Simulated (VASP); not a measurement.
**Te2Mo: relaxation of cell and atoms with PBE+D3(BJ)**

Te2Mo, a slab with vacuum:

```
Te Mo
1.0
     3.51820    0.00000    0.00000
    -1.75910    3.04685    0.00000
     0.00000    0.00000   35.57879
Te Mo
6 3
Direct
  0.33333 0.66667 0.25296
  0.33333 0.66667 0.35429
  0.66667 0.33333 0.44934
  0.66667 0.33333 0.55066
  0.33333 0.66667 0.64571
  0.33333 0.66667 0.74704
  0.66667 0.33333 0.30362
  0.33333 0.66667 0.50000
  0.66667 0.33333 0.69638
```

```
Program                : VASP 6.6.1
Task                   : relaxation of cell and atoms
Functional             : PBE
Dispersion             : D3(BJ)
Potentials or basis    : VASP PAW PBE potentials, release 64 (Te, Mo_sv)
Cutoff                 : 600 eV
k mesh                 : 12 × 12 × 1
Occupations            : gaussian, width 0.03 eV
Spin                   : no spin polarisation
Further INCAR settings : ALGO = Normal; EDIFF = 1e-06; IBRION = 2; EDIFFG = -0.01; NSW = 90; ISIF = 3
```

The relaxed volume is 41.89 Å³/atom. The relaxed cell is a = 3.498 Å, b = 3.498 Å, c = 35.579 Å, α = 90.00°, β = 90.00°, γ = 120.00° and the space group after relaxing (to 0.05 Å) is P-6m2 (No. 187). The energy gained by relaxing is 3.0 meV/atom, the ionic steps are 29 and the largest force after relaxing is 0.009 eV/Å. The band gap on the k mesh is 0.77 eV, indirect (least direct gap 1.12 eV) and the dispersion energy per atom is -0.501 eV.

Forces on the atoms (eV/Å):
```
Te   0.000  0.000  0.003
Te   0.000  0.000  0.004
Te   0.000  0.000  0.003
Te   0.000  0.000 -0.003
Te   0.000  0.000 -0.004
Te   0.000  0.000 -0.003
Mo   0.000  0.000 -0.009
Mo   0.000  0.000  0.000
Mo   0.000  0.000  0.009
```

The path:
| step | energy change (eV) | largest force (eV/Å) | pressure (GPa) | volume (Å³) |
| --- | --- | --- | --- | --- |
| 1 | 0.0000 | 0.2043 | -0.18 | 381.38 |
| 2 | -0.0115 | 0.1547 | 0.05 | 377.84 |
| 3 | -0.0136 | 0.1229 | 0.19 | 375.54 |
| 4 | -0.0163 | 0.0813 | -0.31 | 376.26 |
| 5 | -0.0169 | 0.0287 | -0.15 | 376.04 |
| 6 | -0.0169 | 0.0282 | -0.16 | 376.05 |
| 7 | -0.0171 | 0.0292 | -0.15 | 376.07 |
| 8 | -0.0175 | 0.0478 | -0.15 | 376.12 |
| 9 | -0.0180 | 0.0849 | -0.14 | 376.23 |
| 10 | -0.0181 | 0.1017 | -0.14 | 376.28 |
| 11 | -0.0181 | 0.1016 | -0.13 | 376.28 |
| 12 | -0.0182 | 0.1002 | -0.13 | 376.29 |
| 13 | -0.0185 | 0.0976 | -0.13 | 376.31 |
| 14 | -0.0189 | 0.0925 | -0.13 | 376.35 |
| 15 | -0.0198 | 0.0857 | -0.12 | 376.43 |
| 16 | -0.0210 | 0.1143 | -0.10 | 376.60 |
| 17 | -0.0219 | 0.1714 | -0.05 | 376.93 |
| 18 | -0.0228 | 0.1549 | -0.05 | 376.99 |
| 19 | -0.0250 | 0.1063 | -0.05 | 377.17 |
| 20 | -0.0265 | 0.0200 | -0.04 | 377.53 |
| 21 | -0.0265 | 0.0252 | -0.04 | 377.49 |
| 22 | -0.0267 | 0.0229 | 0.01 | 377.09 |
| 23 | -0.0267 | 0.0234 | 0.00 | 377.05 |
| 24 | -0.0267 | 0.0234 | 0.03 | 376.96 |
| 25 | -0.0267 | 0.0233 | 0.04 | 377.01 |
| 26 | -0.0267 | 0.0232 | 0.03 | 377.03 |
| 27 | -0.0267 | 0.0234 | 0.02 | 377.04 |
| 28 | -0.0267 | 0.0109 | 0.00 | 377.01 |
| 29 | -0.0267 | 0.0090 | -0.02 | 376.97 |

Final structure:
```
Te Mo
1.0
     3.49779    0.00000    0.00000
    -1.74889    3.02917    0.00000
     0.00000    0.00000   35.57879
Te Mo
6 3
Direct
  0.33333 0.66667 0.25643
  0.33333 0.66667 0.35868
  0.66667 0.33333 0.44891
  0.66667 0.33333 0.55109
  0.33333 0.66667 0.64132
  0.33333 0.66667 0.74357
  0.66667 0.33333 0.30754
  0.33333 0.66667 0.50000
  0.66667 0.33333 0.69246
```

Levels at points of the mesh, in eV from the valence-band top:
| k point | band 36 | band 37 | band 38 | band 39 | band 40 | band 41 | band 42 | band 43 |
| --- | --- | --- | --- | --- | --- | --- | --- | --- |
| (0.00, 0.00, 0.00) | -1.00 | -0.98 | -0.07 | 0.00 | 2.90 | 2.90 | 2.96 | 2.96 |
| (0.50, 0.00, 0.00) | -1.00 | -0.58 | -0.42 | -0.29 | 1.28 | 1.31 | 1.34 | 1.48 |

It took 24 min on 4 MPI ranks on Intel(R) Xeon(R) 6975P-C (Granite Rapids) (shared host), peak memory 0.78 GiB a rank.

Caveat: spin-orbit coupling is left out, which moves the levels of the heavy elements. A hybrid or GW would open this gap; PBE tends to underestimate it.
